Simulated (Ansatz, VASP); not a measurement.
# Cross-check of Mo2C between VASP and Ansatz, part 2 of 2

One calculation is typed for both programs; each brings its own data sets. How far apart do they land? The cell is taken from a series of runs on this material, whose earlier steps may have relaxed, scaled, displaced or heated it; both programs get it as it stands.

VASP 6.6.1 and Ansatz 0.2.0.

So far: The structure; VASP: relaxation of cell and atoms, PBEsol.

## Step 3: Ansatz: relaxation of cell and atoms, PBEsol

Level of this step: Ansatz beside VASP: Kohn-Sham DFT, plane waves, PBEsol (Ansatz).

Ansatz runs on its PAW soft_1 files.

The same cell, functional, mesh and smearing now go to Ansatz, which takes its cutoff from its data sets.

Contents of input.yaml:

```yaml
crystal:
  lattice:
    - [4.7129341844, 0.0, 0.0]
    - [0.0, 5.9991750298, 0.0]
    - [0.0, 0.0, 5.1777824646]
  atoms:
    - { symbol: Mo, position: [0.2459756941, 0.1226889172, 0.0795543012] }
    - { symbol: Mo, position: [0.2540243059, 0.3773110828, 0.5795543012] }
    - { symbol: Mo, position: [0.7459756941, 0.3773110828, 0.9204456988] }
    - { symbol: Mo, position: [0.7540243059, 0.1226889172, 0.4204456988] }
    - { symbol: Mo, position: [0.7540243059, 0.8773110828, 0.9204456988] }
    - { symbol: Mo, position: [0.7459756941, 0.6226889172, 0.4204456988] }
    - { symbol: Mo, position: [0.2540243059, 0.6226889172, 0.0795543012] }
    - { symbol: Mo, position: [0.2459756941, 0.8773110828, 0.5795543012] }
    - { symbol: C, position: [0.0, 0.3772764215, 0.25] }
    - { symbol: C, position: [0.5, 0.1227235785, 0.75] }
    - { symbol: C, position: [0.0, 0.6227235785, 0.75] }
    - { symbol: C, position: [0.5, 0.8772764215, 0.25] }
kpoints:
  mp_grid: { grid: [6, 5, 6] }
hamiltonian:
  xc: pbesol
  pseudopotentials: { kind: paw, azcp: { folder: soft_1 }, xc_functional: pbe }
scf:
  occupations: { method: methfessel_paxton, width: 0.2 }
output:
  forces: true
  stress: true
  eigenvalues: true
relax:
  adjacent_minimum: "off"
  f_tol: 0.001
  max_steps: 60
  cell: { stress_tol: 0.01 }
```

Run with:

```console
$ ansatz run input.yaml --threads 16 --pin off --max-ram 92160MiB --backend cuda --events-out ev --progress --plain --runs-dir out --max-vram 78GiB
```

Numbers of over 12 decimals in the logs are rounded to 6 here.

The log of the run:

```text
Engine: ansatz 0.2.0, aarch64-unknown-linux-gnu
Pseudopotentials: kind: paw
Pseudopotential: Mo, paw, valence charge 14, recommended cutoff 420 eV (normal), soft_1/Mo.paw.azcp
Pseudopotential: C, paw, valence charge 4, recommended cutoff 420 eV (normal), soft_1/C.paw.azcp
Functional definition: PBEsol
  exchange = pbesol_x
  correlation = pbesol_c
[...]
Crystal: 12 atoms, lattice volume = 146.395 Å³
Basis set: ecut = 420 eV, 2851 PW (Γ), exchange–correlation on 64×90×72 points (8 copies of the dense FFT grid, shifted against one another)
Bands: 77, of which v1, the nominal top of the filled ones, is band 64 counted from 1 (63 counted from 0)
Symmetry: 8 space group operations
Space group: Pbcn (ITA 60), of the structure as read, at distance tolerance 5.3e-5 Å
k-points: 48 of 180
Non-local potential: Mo, projectors of the file, l = 0: 3, l = 1: 2, l = 2: 2, l = 3: 1
Non-local potential: C, projectors of the file, l = 0: 2, l = 1: 2, l = 2: 1
PAW form: soft (Blöchl's): semilocal exchange-correlation on the pseudo side does not see the compensation charge
PAW frozen core: Mo, regenerated for the run's functional, and the local potential with it (the file was generated under x = pbe(κ = 0.804, μ = 0.219515), c = pbe(β = 0.066725))
PAW frozen core: C, regenerated for the run's functional, and the local potential with it (the file was generated under x = pbe(κ = 0.804, μ = 0.219515), c = pbe(β = 0.066725))
PAW one-centre angular grid: Mo, 590 points (default); XC on 64 Gauss nodes
PAW one-centre angular grid: C, 110 points (default); XC on 64 Gauss nodes
Initial density: superposition of atomic densities (chi_scale 0.1, normalization cell, long waves kept (reshape's long-wave potential 0.00 eV rms))
Initial wavefunctions: pseudopotential atomic-orbital guess
[...]
Functional: x = pbesol(κ = 0.804, μ = 0.123457), c = pbesol(β = 0.046)
SCF iter   1: F=—  HF=-40183.488737 eV  |F-HF|=—  |Δ(HF+E_count)|=         —  Δρ=1.61e-1  dr2=5.24e1  ethr=3.10e-3  ⟨swp⟩=5.0  Hψ=11557  notcnv=0
preconditioner: auto → Kerker (q_TF=auto, 2.668 Å⁻¹)  [metal: Δε(μ)=0.009 eV  Ē_g=7.375 eV  σ=0.200 eV  W_gap=0.04  n_scr=44 (ndim 8)  ℏωp=24.6 eV  f_vac=0.000  D(μ)=7.46/eV (n_scr^D=72)]
SCF iter   2: F=—  HF=-40171.558710 eV  |F-HF|=—  |Δ(HF+E_count)|=    1.19e1  S|Δr|=    0.00e0  Δρ=6.92e-2  dr2=9.14e0  ethr=3.10e-3  ⟨swp⟩=3.0  Hψ=7575  notcnv=0  defer=48
[...]
SCF iter   8: F=-40169.127847 eV  HF=-40169.127847 eV  |F-HF|=1.98e-9  |Δ(HF+E_count)|=   2.20e-8  S|Δr|=    0.00e0  Δρ=2.10e-6  dr2=5.70e-9  ethr=7.81e-11  ⟨swp⟩=11.0  Hψ=15761  notcnv=0
SCF 1 converged in 8 iterations: F = -40169.127847 eV  dr2 = 5.70e-9
  greatest PAW one-centre occupation: 0.999 electrons in one spin orbital (limit 2), on the Mo atom at site 7 (counted from 0), in its partial waves of l = 0
relax step   1: F+E_penalty+E_count = -40169.12784730 eV  Δ(F+E_penalty+E_count) = +0.000e0 eV  max|allowed force component| = 1.950e-2 eV/Å  Δτ_max = 0.0000 Å  P = -0.088 GPa  Ω = 146.395 Å³  (8 SCF iters, dr2 threshold 1.00e-7 eV, accepted)
[...]
relax step   2: F+E_penalty+E_count = -40169.12804702 eV  Δ(F+E_penalty+E_count) = -1.997e-4 eV  max|allowed force component| = 3.835e-3 eV/Å  Δτ_max = 0.0022 Å  P = +0.076 GPa  Ω = 146.307 Å³  energy of the carried Pulay correction = +5.653e-5 eV  (5 SCF iters, dr2 threshold 7.42e-8 eV, accepted)
[...]
relax step   3: F+E_penalty+E_count = -40169.12808935 eV  Δ(F+E_penalty+E_count) = -4.233e-5 eV  max|allowed force component| = 3.636e-3 eV/Å  Δτ_max = 0.0003 Å  P = +0.019 GPa  Ω = 146.334 Å³  energy of the carried Pulay correction = +3.913e-5 eV  (3 SCF iters, dr2 threshold 1.38e-7 eV, accepted)
[...]
relax step   4: F+E_penalty+E_count = -40169.12809286 eV  Δ(F+E_penalty+E_count) = -3.507e-6 eV  max|allowed force component| = 3.114e-3 eV/Å  Δτ_max = 0.0006 Å  P = +0.006 GPa  Ω = 146.334 Å³  energy of the carried Pulay correction = +3.943e-5 eV  (5 SCF iters, dr2 threshold 5.87e-9 eV, accepted)
[...]
relax step   5: F+E_penalty+E_count = -40169.12809388 eV  Δ(F+E_penalty+E_count) = -1.025e-6 eV  max|allowed force component| = 2.231e-4 eV/Å  Δτ_max = 0.0003 Å  P = -0.000 GPa  Ω = 146.340 Å³  energy of the carried Pulay correction = +3.558e-5 eV  (5 SCF iters, dr2 threshold 9.10e-10 eV, accepted)
[...]
relax step   6: F+E_penalty+E_count = -40169.12805609 eV  Δ(F+E_penalty+E_count) = +3.780e-5 eV  max|allowed force component| = 2.233e-4 eV/Å  Δτ_max = 0.0000 Å  P = -0.001 GPa  Ω = 146.340 Å³  stress off target by 6.52e-4 GPa  SCF on the basis re-selected at this cell (its energy is not comparable with the rows above)  (6 SCF iters)
[...]
max |Σ_I F_I| component: 3.90e-18 eV/Å
--- Stress (GPa, compression-positive) ---
       -0.000652      -0.000000       0.000000
       -0.000000      -0.000518       0.000000
        0.000000       0.000000      -0.000537
  P = ⅓ Tr σ = -0.0006 GPa (-0.006 kbar)
--- Band table (eV; the first three rows and the last of 48) ---
  k-point 0: bands = ["-41.2194", "-41.0883", "-41.0863", "-41.0756", "-41.0562", "-41.0325", "-41.0303", "-41.0238", "-15.9891", "-15.7800", "-15.6041", "-15.6033", "-15.5455", "-15.5179", "-15.4786", "-15.4100", "-15.3832", "-15.3433", "-15.2713", "-15.2684", "-15.1742", "-15.1693", "-15.1661", "-15.1626", "-15.1576", "-14.9932", "-14.9455", "-14.9421", "-14.9066", "-14.7988", "-14.7961", "-14.7451", "6.7061", "8.3 [...]
  k-point 1: bands = ["-41.2116", "-41.0975", "-41.0875", "-41.0764", "-41.0530", "-41.0324", "-41.0305", "-41.0237", "-15.9745", "-15.7374", "-15.6998", "-15.5405", "-15.5190", "-15.5133", "-15.5084", "-15.4260", "-15.4188", "-15.3843", "-15.2670", "-15.2270", "-15.1896", "-15.1719", "-15.1403", "-15.1384", "-15.1050", "-15.0313", "-14.9672", "-14.9231", "-14.9135", "-14.8067", "-14.7992", "-14.7506", "6.8284", "8.2 [...]
  k-point 2: bands = ["-41.1897", "-41.1250", "-41.0851", "-41.0787", "-41.0447", "-41.0320", "-41.0309", "-41.0267", "-15.9338", "-15.7943", "-15.6271", "-15.5585", "-15.5379", "-15.5050", "-15.4936", "-15.4884", "-15.4192", "-15.3694", "-15.2438", "-15.2237", "-15.2077", "-15.1642", "-15.1586", "-15.0883", "-15.0670", "-15.0406", "-15.0307", "-14.9638", "-14.8522", "-14.8153", "-14.8034", "-14.7678", "7.1576", "7.9 [...]
  k-point 47: bands = ["-41.0839", "-41.0839", "-41.0839", "-41.0839", "-41.0698", "-41.0698", "-41.0698", "-41.0698", "-15.7599", "-15.7599", "-15.7599", "-15.7599", "-15.4866", "-15.4866", "-15.4866", "-15.4866", "-15.2633", "-15.2633", "-15.2633", "-15.2633", "-15.1192", "-15.1192", "-15.1192", "-15.1192", "-15.0560", "-15.0560", "-15.0560", "-15.0560", "-14.8582", "-14.8582", "-14.8582", "-14.8582", "8.1290", "8. [...]
--- Relaxed structure (5 steps of the walk, 5 accepted, 1 SCFs on fresh bases) ---
  F+E_penalty+E_count = -40169.12805609 eV   max|allowed force component| = 2.233e-4 eV/Å   (the final SCF, on the basis selected at the relaxed cell)
  cell:  # Å, volume = 146.3400 Å³
    - [4.714161, 0.0, 0.0]
    - [0.0, 5.998001, 0.0]
    - [0.0, 0.0, 5.175496]
  atoms:
    - { symbol: Mo, position: [0.245741, 0.122402, 0.079673] }
    - { symbol: Mo, position: [0.254259, 0.377598, 0.579673] }
    - { symbol: Mo, position: [0.745741, 0.377598, 0.920327] }
    - { symbol: Mo, position: [0.754259, 0.122402, 0.420327] }
    - { symbol: Mo, position: [0.754259, 0.877598, 0.920327] }
    - { symbol: Mo, position: [0.745741, 0.622402, 0.420327] }
    - { symbol: Mo, position: [0.254259, 0.622402, 0.079673] }
    - { symbol: Mo, position: [0.245741, 0.877598, 0.579673] }
    - { symbol: C, position: [0, 0.377257, 0.25] }
    - { symbol: C, position: [0.500000, 0.122743, 0.75] }
    - { symbol: C, position: [0, 0.622743, 0.75] }
    - { symbol: C, position: [0.500000, 0.877257, 0.25] }
```

## Step 4: Side by side

Known differences besides the potentials themselves: the cutoff is 420 eV in Ansatz and 600 eV in VASP; Ansatz makes its cores anew for this functional, VASP keeps those of its PBE data sets; Ansatz adds a Pulay correction to the stress that steers its cell, VASP none. Total energies have different zeros and are not compared.

Compared:

```tsv
quantity	Ansatz	VASP	difference
volume (Å³)	146.34	146.50	-0.11 %
edge a after relaxation, in the typed setting (Å)	4.714	4.716	-0.03 %
edge b after relaxation, in the typed setting (Å)	5.998	6.001	-0.04 %
edge c after relaxation, in the typed setting (Å)	5.176	5.177	-0.03 %
```

## Step 5: Outcome

| Property | Result |
| --- | --- |
| difference in volume (relaxation of cell and atoms, PBEsol) | -0.11 % |

In words: The difference in volume is -0.11 % (relaxation of cell and atoms, PBEsol), within the 1.2 % picked in this series as the mark of a large difference, as far as the stopping tolerances let one tell. 1 further run of this series is not shown here. Such differences can come from data sets, numerical settings and the points named under the comparisons, not from the functional's error against experiment.

[Lines on the potential files, build, host, timing and source positions are cut from VASP's logs without a mark.]

[Logs are printed without paths, hosts, clocks, repeated set-up lines and the standing remarks that a program may print on its own settings, such as how far it seeks lower states.]

[Hosts, paths, dates, database ids (printed as entryN), source tags and the programs' standing remarks are cut or masked in the printed files.]
